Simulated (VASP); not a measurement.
Output of a VASP run:

**OSZICAR**
```
...
DAV:  11    -0.394071438184E+02   -0.10013E-05   -0.41987E-07   460   0.826E-03    0.284E-04
DAV:  12    -0.394071433089E+02    0.50954E-06   -0.12445E-07   372   0.485E-03
   7 F= -.39407143E+02 E0= -.39406580E+02  d E =-.167932E-01
       N       E                     dE             d eps       ncg     rms          rms(c)
DAV:   1    -0.396726378411E+02   -0.26549E+00   -0.10866E+01   576   0.271E+01    0.210E+00
DAV:   2    -0.395017319009E+02    0.17091E+00   -0.25753E-01   588   0.416E+00    0.119E+00
DAV:   3    -0.393908139316E+02    0.11092E+00   -0.30893E-01   664   0.395E+00    0.256E-01
DAV:   4    -0.394152864511E+02   -0.24473E-01   -0.12593E-02   596   0.124E+00    0.169E-01
DAV:   5    -0.394058633081E+02    0.94231E-02   -0.13463E-03   604   0.510E-01    0.610E-02
DAV:   6    -0.394148925649E+02   -0.90293E-02   -0.47267E-03   576   0.838E-01    0.374E-02
DAV:   7    -0.394158029532E+02   -0.91039E-03   -0.47439E-04   648   0.250E-01    0.139E-02
DAV:   8    -0.394157639147E+02    0.39039E-04   -0.29406E-05   632   0.760E-02    0.701E-03
DAV:   9    -0.394158088821E+02   -0.44967E-04   -0.23027E-05   612   0.662E-02    0.487E-03
DAV:  10    -0.394158196288E+02   -0.10747E-04   -0.10615E-05   604   0.412E-02    0.175E-03
DAV:  11    -0.394158221181E+02   -0.24893E-05   -0.14708E-06   572   0.167E-02    0.910E-04
DAV:  12    -0.394158227127E+02   -0.59464E-06   -0.48486E-08   372   0.287E-03
   8 F= -.39415823E+02 E0= -.39415181E+02  d E =-.254726E-01
       N       E                     dE             d eps       ncg     rms          rms(c)
DAV:   1    -0.394076549874E+02    0.81671E-02   -0.28283E-01   612   0.538E+00    0.316E-01
DAV:   2    -0.394024574569E+02    0.51975E-02   -0.67113E-03   676   0.807E-01    0.244E-01
DAV:   3    -0.393976180992E+02    0.48394E-02   -0.90289E-03   632   0.112E+00    0.210E-02
DAV:   4    -0.394062783608E+02   -0.86603E-02   -0.27509E-03   596   0.628E-01    0.278E-02
DAV:   5    -0.394065979404E+02   -0.31958E-03   -0.95963E-05   672   0.123E-01    0.203E-02
DAV:   6    -0.394065018199E+02    0.96120E-04   -0.20756E-05   640   0.523E-02    0.100E-02
DAV:   7    -0.394066030300E+02   -0.10121E-03   -0.17537E-05   608   0.527E-02    0.160E-03
DAV:   8    -0.394066251389E+02   -0.22109E-04   -0.41524E-06   636   0.242E-02    0.215E-03
DAV:   9    -0.394066262596E+02   -0.11208E-05   -0.19216E-07   416   0.557E-03    0.228E-03
DAV:  10    -0.394066261301E+02    0.12956E-06   -0.12159E-07   352   0.471E-03
   9 F= -.39406626E+02 E0= -.39405989E+02  d E =0.919658E-02
       N       E                     dE             d eps       ncg     rms          rms(c)
DAV:   1    -0.394171977481E+02   -0.10571E-01   -0.17760E-01   600   0.429E+00    0.250E-01
DAV:   2    -0.394130920320E+02    0.41057E-02   -0.44074E-03   648   0.686E-01    0.193E-01
DAV:   3    -0.394121303772E+02    0.96165E-03   -0.51946E-03   624   0.836E-01    0.174E-02
DAV:   4    -0.394163137277E+02   -0.41834E-02   -0.13356E-03   600   0.424E-01    0.239E-02
DAV:   5    -0.394164875557E+02   -0.17383E-03   -0.41031E-05   700   0.769E-02    0.204E-02
DAV:   6    -0.394163791619E+02    0.10839E-03   -0.18076E-05   664   0.451E-02    0.883E-03
DAV:   7    -0.394164991988E+02   -0.12004E-03   -0.24119E-05   588   0.611E-02    0.300E-03
DAV:   8    -0.394165182570E+02   -0.19058E-04   -0.31375E-06   616   0.211E-02    0.322E-03
DAV:   9    -0.394165179829E+02    0.27409E-06   -0.12943E-07   412   0.462E-03
  10 F= -.39416518E+02 E0= -.39415877E+02  d E =-.695270E-03
```

### OUTCAR
```
------------------------ aborting loop because EDIFF is reached ----------------------------------------
  FORCE on cell =-STRESS in cart. coord.  units (eV):
  Direction    XX          YY          ZZ          XY          YZ          ZX
  --------------------------------------------------------------------------------------
  Total       -0.0064566     -0.0064566     -0.0574490      0.0000000      0.0000000      0.0000000
  in kB       -0.2983141     -0.2983139     -2.6543097      0.0000000      0.0000000      0.0000000
  external PRESSURE =      -1.0836459 kB  Pullay stress =       0.0000000 kB
  volume of cell :       34.68
      direct lattice vectors                 reciprocal lattice vectors
     1.228781929 -2.128312241  0.000000000     0.406907026 -0.234927935 -0.000000000
     1.228781929  2.128312241  0.000000000     0.406907026  0.234927935 -0.000000000
     0.000000000 -0.000000000  6.629815025    -0.000000000  0.000000000  0.150833771
 POSITION                                       TOTAL-FORCE (eV/Angst)
 -----------------------------------------------------------------------------------
      0.00000     -0.00000      1.65745         0.000000     -0.000000     -0.000000
      0.00000     -0.00000      4.97236        -0.000000      0.000000      0.000000
      1.22878      0.70944      1.65745        -0.000000     -0.000000      0.000000
      1.22878     -0.70944      4.97236        -0.000000      0.000000      0.000000
 -----------------------------------------------------------------------------------
    total drift:                               -0.000000     -0.000000      0.000000
  FREE ENERGIE OF THE ION-ELECTRON SYSTEM (eV)
  ---------------------------------------------------
  free  energy   TOTEN  =       -39.4165179829 eV

  energy  without entropy=      -39.4152365120  energy(sigma->0) =      -39.41587725

 reached required accuracy - stopping structural energy minimisation
```
(Selected blocks of OUTCAR.)

### POSCAR
```
C
1
    1.2307166181    -2.1316632181     0.0000000000
    1.2307166181     2.1316632181     0.0000000000
    0.0000000000    -0.0000000000     7.1929605768
C
4
Direct
  0.0000000000   0.0000000000   0.2500000000
  0.0000000000   0.0000000000   0.7500000000
  0.3333330000   0.6666670000   0.2500000000
  0.6666670000   0.3333330000   0.7500000000
```

Task: Reconstruct the remaining input files.

Result: Several could match; the one computed here: the input of the run itself, r2SCAN+rVV10, plane waves, VASP's PBE PAW potentials (set 64).

### KPOINTS
```
K-points
0
gamma
9 9 3
```

**INCAR**
```
PREC  =  Accurate
EDIFFG  =  -0.02
LREAL  =  .FALSE.   ! projection in real space or not
EDIFF  =  1E-6   ! SCF stop (eV)
LCHARG  =  .FALSE.
NSW  =  60
NELM  =  100   ! most electronic steps
LWAVE  =  .FALSE.
SYSTEM  =  C
BPARAM  =  11.95
ENCUT  =  520
ISMEAR  =  0   ! Gaussian
LUSE_VDW  =  .TRUE.
SIGMA  =  0.05
METAGGA  =  R2SCAN
IBRION  =  2
LMIXTAU  =  .TRUE.
LASPH  =  .TRUE.   ! aspherical one-centre terms
ALGO  =  Normal
ISIF  =  3   ! ions, shape and volume
CPARAM  =  0.0093
```

POTCAR, in this order: C (PBE.64 set). Program: vasp_std.

Energy and stress use the plane-wave basis of the starting cell.

The compound is C in the graphite structure. This run relaxes it. Symmetry was kept, so distortions that lower it aren't found. The k-mesh is coarse (spacing up to 0.33 per Å, 2π included), so the numbers may not be converged in it. The start is the result of an earlier pass.
